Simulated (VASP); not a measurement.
# ScCd (Pm-3m) in VASP: a series of runs

One crystal, ScCd, is run at these levels: LDA; tasks: single point.

All numbers are computed with VASP 6.6.1; they aren't measurements. Logs are shortened: lines on timing, memory, paths and dates and some standing lists are left out, and cuts for length are marked.

### 1 The crystal as given

Symmetry: Pm-3m, No. 221, cubic system. The conventional cell has a = 3.526 Å, b = 3.526 Å, c = 3.526 Å, α = 90.00°, β = 90.00°, γ = 90.00°. Sc (site symmetry m-3m) has 8 Cd at 3.05 Å as nearest neighbours. Cd (site symmetry m-3m) is surrounded by 8 Sc at 3.05 Å.

The cell comes from a database or a generator and needn't be the stable form of this composition.

### 2 Single point, LDA

INCAR

```
SYSTEM = ScCd
PREC     = Accurate       ! precision mode
ENCUT    = 520            ! plane-wave cutoff, eV
EDIFF    = 1E-6           ! SCF threshold, eV
ISMEAR   = 0              ! smearing method
SIGMA    = 0.15           ! smearing width, eV
LREAL    = .False.        ! projectors in reciprocal space
LASPH    = .True.         ! aspherical terms in the spheres
NELM     = 100            ! most SCF steps
ALGO     = Normal         ! electronic algorithm
ISIF     = 2              ! what is computed and relaxed
LWAVE    = .False.        ! write WAVECAR
LCHARG   = .False.        ! write CHGCAR
NBANDS   = 18             ! bands
```

KPOINTS

```
Automatic mesh
0
Gamma
  14 14 14
  0 0 0
```

POSCAR

```
ScCd
1.0
    3.5262555900      0.0000000000      0.0000000000
    0.0000000000      3.5262555900      0.0000000000
    0.0000000000      0.0000000000      3.5262555900
Sc Cd
1 1
Direct
    0.5000000000      0.5000000000      0.5000000000
    0.0000000000      0.0000000000      0.0000000000
```

Potentials or basis: VASP PAW LDA potentials, release 64 (Sc_sv, Cd).

Command:

```
$ cat potpaw_LDA.64/Sc_sv/POTCAR potpaw_LDA.64/Cd/POTCAR > POTCAR
$ mpirun -np 1 vasp_std > vasp.out
```

OUTCAR:

```text
SYSTEM = ScCd
   PREC = Accurate
   ENCUT = 520
   EDIFF = 1E-6
   ISMEAR = 0
   LREAL = .False.
   LASPH = .True.
   NELM = 100
   ISIF = 2

 ion  position               nearest neighbor table
   1  0.500  0.500  0.500-   2 3.05   2 3.05   2 3.05   2 3.05   2 3.05   2 3.05   2 3.05   2 3.05

   2  0.000  0.000  0.000-   1 3.05   1 3.05   1 3.05   1 3.05   1 3.05   1 3.05   1 3.05   1 3.05

  LATTYP: Found a simple cubic cell.
 ALAT       =     3.5262555900

  Lattice vectors:

 A1 = (   3.5262555900,   0.0000000000,   0.0000000000)
 A2 = (   0.0000000000,   3.5262555900,   0.0000000000)
 A3 = (   0.0000000000,   0.0000000000,   3.5262555900)

Analysis of symmetry for initial positions (statically):
=====================================================================
 Subroutine PRICEL returns:
 Original cell was already a primitive cell.

 Routine SETGRP: Setting up the symmetry group for a
 simple cubic supercell.

 Subroutine GETGRP returns: Found 48 space group operations
 (whereof 48 operations were pure point group operations)
 out of a pool of 48 trial point group operations.

The static configuration has the point symmetry O_h .

Analysis of symmetry for dynamics (positions and initial velocities):
=====================================================================
 Subroutine PRICEL returns:
 Original cell was already a primitive cell.

 Routine SETGRP: Setting up the symmetry group for a
 simple cubic supercell.

 Subroutine GETGRP returns: Found 48 space group operations
 (whereof 48 operations were pure point group operations)
 out of a pool of 48 trial point group operations.

The dynamic configuration has the point symmetry O_h .

 Subroutine INISYM returns: Found 48 space group operations
 (whereof 48 operations are pure point group operations),
 and found     1 'primitive' translations

----------------------------------------------------------------------------------------

                                     Primitive cell

  volume of cell :      43.8471

  direct lattice vectors                    reciprocal lattice vectors
     3.526255590  0.000000000  0.000000000     0.283586931  0.000000000  0.000000000
     0.000000000  3.526255590  0.000000000     0.000000000  0.283586931  0.000000000
     0.000000000  0.000000000  3.526255590     0.000000000  0.000000000  0.283586931

  length of vectors
     3.526255590  3.526255590  3.526255590     0.283586931  0.283586931  0.283586931

  position of ions in fractional coordinates (direct lattice)
     0.500000000  0.500000000  0.500000000
     0.000000000  0.000000000  0.000000000

  ion indices of the primitive-cell ions
   primitive index   ion index
                 1           1
                 2           2

----------------------------------------------------------------------------------------

 KPOINTS: Automatic mesh

Automatic generation of k-mesh.
 Grid dimensions read from file:
 generate k-points for:   14   14   14

 Generating k-lattice:

  Cartesian coordinates                     Fractional coordinates (reciprocal lattice)
     0.020256209  0.000000000  0.000000000     0.071428571  0.000000000  0.000000000
     0.000000000  0.020256209  0.000000000     0.000000000  0.071428571  0.000000000
     0.000000000  0.000000000  0.020256209     0.000000000  0.000000000  0.071428571

  Length of vectors
     0.020256209  0.020256209  0.020256209

  Shift w.r.t. Gamma in fractional coordinates (k-lattice)
     0.000000000  0.000000000  0.000000000

 Subroutine IBZKPT returns following result:
 ===========================================

 Found    120 irreducible k-points:

 Following reciprocal coordinates:
            Coordinates               Weight
  0.000000  0.000000  0.000000      1.000000
  0.071429  0.000000  0.000000      6.000000
  0.142857  0.000000  0.000000      6.000000
  0.214286  0.000000  0.000000      6.000000
  0.285714  0.000000  0.000000      6.000000
  0.357143  0.000000  0.000000      6.000000
[... 16 lines left out ...]
  0.285714  0.214286  0.000000     24.000000
  0.357143  0.214286  0.000000     24.000000
 [... further k-points ...]
   k-points           NKPTS =    120   k-points in BZ     NKDIM =    120   number of bands    NBANDS=     18
   number of dos      NEDOS =    301   number of ions     NIONS =      2
   total plane-waves  NPLWV =  21952
   dimension x,y,z NGX =    28 NGY =   28 NGZ =   28
   dimension x,y,z NGXF=    56 NGYF=   56 NGZF=   56
   ions per type =               1   1
   NGX,Y,Z   is equivalent  to a cutoff of  13.20, 13.20, 13.20 a.u.
   NGXF,Y,Z  is equivalent  to a cutoff of  26.40, 26.40, 26.40 a.u.
 SYSTEM =  ScCd
   PREC   = accura    normal or accurate (medium, high low for compatibility)
   ISTART =      0    job   : 0-new  1-cont  2-samecut
   ICHARG =      2    charge: 1-file 2-atom 10-const
   ISPIN  =      1    spin polarized calculation?
   LNONCOLLINEAR =      F non collinear calculations
   LSORBIT =      F    spin-orbit coupling
   LASPH  =      T    aspherical Exc in radial PAW
   ENCUT  =  520.0 eV  38.22 Ry    6.18 a.u.   6.56  6.56  6.56*2*pi/ulx,y,z
   NELM   =    100;   NELMIN=  2; NELMDL= -5     # of ELM steps
   EDIFF  = 0.1E-05   stopping-criterion for ELM
   LREAL  =      F    real-space projection
   EDIFFG = 0.1E-04   stopping-criterion for IOM
   NSW    =      0    number of steps for IOM
   IBRION =     -1    ionic relax: 0-MD 1-quasi-New 2-CG
   NFREE  =      0    steps in history (QN), initial steepest desc. (CG)
   ISIF   =      2    stress and relaxation
   ISYM   =      2    0-nonsym 1-usesym 2-fastsym
   POTIM  = 0.5000    time-step for ionic-motion
   TEBEG  =    0.0;   TEEND  =   0.0 temperature during run
   PSTRESS=    0.0 pullay stress
   NELECT =      23.0000    total number of electrons
   NUPDOWN=      -1.0000    fix difference up-down
   EMIN   =  10.00;   EMAX   =-10.00  energy-range for DOS
   EFERMI =   0.00;   METHOD = LEGACY
   ISMEAR =     0;   SIGMA  =   0.15  broadening in eV -4-tet -1-fermi 0-gaus
   EFERMI_NEDOS =   21; number of points for ismear=-14 and -15
   IALGO  =     38    algorithm
   IMIX   =      4    mixing-type and parameters
     AMIX     =   0.40;   BMIX     =  1.00
     AMIX_MAG =   1.60;   BMIX_MAG =  1.00
  volume/ion in A,a.u.               =      21.92       147.95
  Fermi-wavevector in a.u.,A,eV,Ry     =   1.320293  2.494992 23.717317  1.743174
  Thomas-Fermi vector in A             =   2.450130
   LORBIT       =      0    0 simple, 1 ext, 2 COOP (PROOUT), +10 PAW based schemes
   GGA     = CA    functional components
   LHFCALC =     F    Hartree Fock is set to
   AEXX    =    0.0000 exact exchange contribution
   IVDW    =     0    specifies the selected vdW correction
   LEPSILON=     F    determine dielectric tensor
   LRPA    =     F    only Hartree local field effects (RPA)
 non-spin polarized calculation
 Gauss-broadening in eV      SIGMA  =   0.15
  energy-cutoff  :      520.00
  volume of cell :       43.85
 maximum number of plane-waves:      1208
 NGX is ok and might be reduce to    28
   NGX = 13   NGY = 13   NGZ = 13

 number of electron      23.0000006 magnetization

 Free energy of the ion-electron system (eV)
  ---------------------------------------------------
  ext. energy  EPLUGINS =         0.00000000
  ---------------------------------------------------
  free energy    TOTEN  =        -8.91546540 eV

  energy without entropy =       -8.89012249  energy(sigma->0) =       -8.90279395

 E-fermi :   3.4093     XC(G=0): -10.9724

 val. band max:        3.4086496862   @ k =   0.2857   0.2143   0.0000
 cond. band min:       3.4154921534   @ k =   0.1429   0.0000   0.0000
 fundamental gap:      0.0068424672
 Fermi energy:         3.4092739686

 k-point     1 :       0.0000    0.0000    0.0000
  band No.  band energies     occupation
      1     -45.9790      2.00000
      2     -24.8928      2.00000
      3     -24.8928      2.00000
      4     -24.8928      2.00000
      5      -5.3992      2.00000
      6      -5.3992      2.00000
[... 10 lines left out ...]
     17       8.3634      0.00000
     18       8.3634      0.00000

 k-point     2 :       0.0714    0.0000    0.0000
  band No.  band energies     occupation
      1     -45.9786      2.00000
      2     -24.8983      2.00000
      3     -24.8925      2.00000
      4     -24.8925      2.00000
      5      -5.3948      2.00000
      6      -5.3806      2.00000
[... 10 lines left out ...]
     17       8.5685      0.00000
     18       8.5685      0.00000

 k-point     3 :       0.1429    0.0000    0.0000
  band No.  band energies     occupation
      1     -45.9775      2.00000
      2     -24.9135      2.00000
      3     -24.8913      2.00000
      4     -24.8913      2.00000
      5      -5.3823      2.00000
      6      -5.3294      2.00000
[... 10 lines left out ...]
     17       9.0945      0.00000
     18       9.0945      0.00000

 k-point     4 :       0.2143    0.0000    0.0000
  band No.  band energies     occupation
      1     -45.9758      2.00000
      2     -24.9355      2.00000
      3     -24.8898      2.00000
      4     -24.8898      2.00000
      5      -5.3642      2.00000
      6      -5.2579      2.00000
[... 10 lines left out ...]
     17       9.8145      0.00000
     18       9.8145      0.00000

 k-point     5 :       0.2857    0.0000    0.0000
  band No.  band energies     occupation
      1     -45.9740      2.00000
      2     -24.9597      2.00000
      3     -24.8880      2.00000
      4     -24.8880      2.00000
      5      -5.3440      2.00000
      6      -5.1816      2.00000
[... 10 lines left out ...]
     17      10.6598      0.00000
     18      10.6598      0.00000

 k-point     6 :       0.3571    0.0000    0.0000
  band No.  band energies     occupation
      1     -45.9723      2.00000
      2     -24.9815      2.00000
      3     -24.8864      2.00000
      4     -24.8864      2.00000
      5      -5.3256      2.00000
      6      -5.1150      2.00000
[... 10 lines left out ...]
     17      11.5953      0.00000
     18      11.5953      0.00000

 k-point     7 :       0.4286    0.0000    0.0000
  band No.  band energies     occupation
      1     -45.9712      2.00000
      2     -24.9965      2.00000
      3     -24.8853      2.00000
      4     -24.8853      2.00000
      5      -5.3129      2.00000
      6      -5.0850      2.00000
[... 10 lines left out ...]
     17      12.5855      0.00000
     18      12.5856      0.00000

 k-point     8 :       0.5000    0.0000    0.0000
  band No.  band energies     occupation
      1     -45.9708      2.00000
      2     -25.0018      2.00000
      3     -24.8849      2.00000
      4     -24.8849      2.00000
      5      -5.3083      2.00000
      6      -5.0908      2.00000
[... 10 lines left out ...]
     17      13.3341      0.00000
     18      13.3550      0.00000
[... 229 lines left out ...]
     17       9.7932      0.00000
     18      11.8223      0.00000

 k-point    20 :       0.4286    0.1429    0.0000
  band No.  band energies     occupation
      1     -45.9697      2.00000
      2     -24.9935      2.00000
      3     -24.9045      2.00000
      4     -24.8834      2.00000
      5      -5.2744      2.00000
      6      -5.1556      2.00000
[... 10 lines left out ...]
     17      10.4523      0.00000
     18      12.4824      0.00000

 k-point    21 :       0.5000    0.1429    0.0000
  band No.  band energies     occupation
      1     -45.9693      2.00000
      2     -24.9988      2.00000
      3     -24.9041      2.00000
      4     -24.8830      2.00000
      5      -5.2702      2.00000
      6      -5.1631      2.00000
[... 10 lines left out ...]
     17      10.8530      0.00000
     18      12.0281      0.00000

 k-point    22 :       0.2143    0.2143    0.0000
  band No.  band energies     occupation
      1     -45.9727      2.00000
      2     -24.9331      2.00000
      3     -24.9292      2.00000
      4     -24.8863      2.00000
      5      -5.2949      2.00000
      6      -5.1483      2.00000
[... 10 lines left out ...]
     17       8.0003      0.00000
     18      10.7457      0.00000

 k-point    23 :       0.2857    0.2143    0.0000
  band No.  band energies     occupation
      1     -45.9709      2.00000
      2     -24.9549      2.00000
      3     -24.9286      2.00000
      4     -24.8843      2.00000
      5      -5.2742      2.00000
      6      -5.1593      2.00000
[... 10 lines left out ...]
     17       8.3268      0.00000
     18      11.3644      0.00000

 k-point    24 :       0.3571    0.2143    0.0000
  band No.  band energies     occupation
      1     -45.9693      2.00000
      2     -24.9759      2.00000
      3     -24.9264      2.00000
      4     -24.8825      2.00000
      5      -5.2586      2.00000
      6      -5.1992      2.00000
[... 10 lines left out ...]
     17       8.8626      0.00000
     18      12.1076      0.00000

 [... further k-points ...]

------------------------ aborting loop because EDIFF is reached ----------------------------------------

  FORCE on cell =-STRESS in cart. coord.  units (eV):
  Direction    XX          YY          ZZ          XY          YZ          ZX
  --------------------------------------------------------------------------------------
  -------------------------------------------------------------------------------------
  Total       -1.4104510     -1.4104510     -1.4104510     -0.0000000     -0.0000000     -0.0000000
  in kB      -51.5379604    -51.5379604    -51.5379604     -0.0000000     -0.0000000     -0.0000000
  external PRESSURE =     -51.5379604 kB  Pullay stress =       0.0000000 kB

 VOLUME and BASIS-vectors are now :
 -----------------------------------------------------------------------------
  energy-cutoff  :      520.00
  volume of cell :       43.85
      direct lattice vectors                 reciprocal lattice vectors
     3.526255590  0.000000000  0.000000000     0.283586931  0.000000000  0.000000000
     0.000000000  3.526255590  0.000000000     0.000000000  0.283586931  0.000000000
     0.000000000  0.000000000  3.526255590     0.000000000  0.000000000  0.283586931

 POSITION                                       TOTAL-FORCE (eV/Angst)
 -----------------------------------------------------------------------------------
      1.76313      1.76313      1.76313         0.000000      0.000000      0.000000
      0.00000      0.00000      0.00000         0.000000      0.000000      0.000000
 -----------------------------------------------------------------------------------
    total drift:                                0.000000      0.000000      0.000000

  FREE ENERGIE OF THE ION-ELECTRON SYSTEM (eV)
  ---------------------------------------------------
  free  energy   TOTEN  =        -8.9154654047 eV

  energy  without entropy=       -8.8901224908  energy(sigma->0) =       -8.90279395
```

Wall time 64 s (1 thread of Intel Xeon Platinum 8488C (Sapphire Rapids), shared host); peak memory 0.21 GiB.

What came out:

| Property | Result |
| --- | --- |
| Free energy | -8.9155 eV |
| Pressure | -5.2 GPa |
| Band gap on the k mesh | none (metal or under the smearing width) |

Levels at points of the mesh, in eV from the Fermi level:
```tsv
k point	band 8	band 9	band 10	band 11	band 12	band 13	band 14	band 15	band 16	band 17
(0.00, 0.00, 0.00)	-8.38	-8.38	-7.31	0.15	0.15	2.38	2.38	2.38	4.95	4.95
(0.50, 0.00, 0.00)	-8.46	-8.34	-4.21	-3.55	0.17	0.93	0.93	2.31	3.13	9.92
(0.50, 0.50, 0.00)	-8.55	-8.10	-3.15	-0.73	-0.73	0.24	1.83	1.83	2.93	4.70
(0.50, 0.50, 0.50)	-8.09	-8.09	-1.50	-1.50	-1.50	1.12	2.98	2.98	4.61	4.61
```

### 3 Single point, LDA

INCAR

```
  ALGO = Fast
  EDIFF = 1E-6
  ENCUT = 520
  GGA = CA
  ISIF = 2
  ISMEAR = 0
  LASPH = True
  LCHARG = False
  LREAL = False
  LWAVE = False
  NBANDS = 18
  NELM = 100
  PREC = Accurate
  SIGMA = 0.15
```

KPOINTS

```
k-points
0
Gamma
  16 16 16
```

POSCAR is that of step 2.

Potentials or basis: VASP PAW LDA potentials, release 64 (Sc_sv, Cd).

Command:

```
$ cat potpaw_LDA.64/Sc_sv/POTCAR potpaw_LDA.64/Cd/POTCAR > POTCAR
$ mpirun -np 1 vasp_std > vasp.out
```

Wall time 80 s (1 thread of Intel Xeon Platinum 8488C (Sapphire Rapids), shared host); peak memory 0.24 GiB.

Results (log left out):

```yaml
Free_energy: -8.9153 eV
Pressure: -5.1 GPa
Band_gap_on_the_k_mesh: none (metal or under the smearing width)
```

Levels at points of the mesh, in eV from the Fermi level:
```tsv
k point	band 10	band 11	band 12	band 13	band 14	band 15
(0.00, 0.00, 0.00)	-7.31	0.16	0.16	2.38	2.38	2.38
(0.50, 0.00, 0.00)	-4.20	-3.54	0.17	0.93	0.93	2.31
(0.50, 0.50, 0.00)	-3.15	-0.72	-0.72	0.24	1.83	1.83
(0.50, 0.50, 0.50)	-1.50	-1.50	-1.50	1.13	2.98	2.98
```

### 4 Single point, LDA

Changes to INCAR since step 3:

```diff
@@ -3,3 +3,2 @@
   ENCUT = 520
-  GGA = CA
   ISIF = 2
```

KPOINTS is that of step 3.

POSCAR is that of step 3.

Potentials or basis: VASP PAW LDA potentials, release 64 (Sc_sv, Cd).

Command:

```
$ cat potpaw_LDA.64/Sc_sv/POTCAR potpaw_LDA.64/Cd/POTCAR > POTCAR
$ mpirun -np 1 vasp_std > vasp.out
```

OUTCAR:

```text
EDIFF = 1E-6
   ENCUT = 520
   ISIF = 2
   ISMEAR = 0
   LASPH = True
   LREAL = False
   NELM = 100
   PREC = Accurate

 ion  position               nearest neighbor table
   1  0.500  0.500  0.500-   2 3.05   2 3.05   2 3.05   2 3.05   2 3.05   2 3.05   2 3.05   2 3.05

   2  0.000  0.000  0.000-   1 3.05   1 3.05   1 3.05   1 3.05   1 3.05   1 3.05   1 3.05   1 3.05

  LATTYP: Found a simple cubic cell.
 ALAT       =     3.5262555900

  Lattice vectors:

[... 691 lines left out ...]

 [... further k-points ...]

------------------------ aborting loop because EDIFF is reached ----------------------------------------

  FORCE on cell =-STRESS in cart. coord.  units (eV):
  Direction    XX          YY          ZZ          XY          YZ          ZX
  --------------------------------------------------------------------------------------
  -------------------------------------------------------------------------------------
  Total       -1.4049998     -1.4049998     -1.4049998      0.0000000     -0.0000000      0.0000000
  in kB      -51.3387737    -51.3387737    -51.3387737      0.0000000     -0.0000000      0.0000000
  external PRESSURE =     -51.3387737 kB  Pullay stress =       0.0000000 kB

 VOLUME and BASIS-vectors are now :
 -----------------------------------------------------------------------------
  energy-cutoff  :      520.00
  volume of cell :       43.85
      direct lattice vectors                 reciprocal lattice vectors
     3.526255590  0.000000000  0.000000000     0.283586931  0.000000000  0.000000000
     0.000000000  3.526255590  0.000000000     0.000000000  0.283586931  0.000000000
     0.000000000  0.000000000  3.526255590     0.000000000  0.000000000  0.283586931

 POSITION                                       TOTAL-FORCE (eV/Angst)
 -----------------------------------------------------------------------------------
      1.76313      1.76313      1.76313         0.000000      0.000000      0.000000
      0.00000      0.00000      0.00000         0.000000      0.000000      0.000000
 -----------------------------------------------------------------------------------
    total drift:                               -0.000000      0.000000      0.000000

  FREE ENERGIE OF THE ION-ELECTRON SYSTEM (eV)
  ---------------------------------------------------
  free  energy   TOTEN  =        -8.9153046119 eV

  energy  without entropy=       -8.8898441319  energy(sigma->0) =       -8.90257437
```

Run time: 77 s. Hardware: 1 thread of Intel Xeon Platinum 8488C (Sapphire Rapids), shared host; peak memory 0.25 GiB.

What came out:

- Free energy: -8.9153 eV
- Pressure: -5.1 GPa
- Band gap on the k mesh: none (metal or under the smearing width)

Levels at points of the mesh, in eV from the Fermi level:
```
           k point  band 8  band 9  band 10  band 11  band 12  band 13  band 14  band 15  band 16  band 17
(0.00, 0.00, 0.00)   -8.38   -8.38    -7.31     0.16     0.16     2.38     2.38     2.38     4.96     4.96
(0.50, 0.00, 0.00)   -8.46   -8.34    -4.20    -3.54     0.17     0.93     0.93     2.31     3.13     9.95
(0.50, 0.50, 0.00)   -8.55   -8.10    -3.15    -0.72    -0.72     0.24     1.83     1.83     2.93     4.71
(0.50, 0.50, 0.50)   -8.09   -8.09    -1.50    -1.50    -1.50     1.13     2.98     2.98     4.61     4.61
```
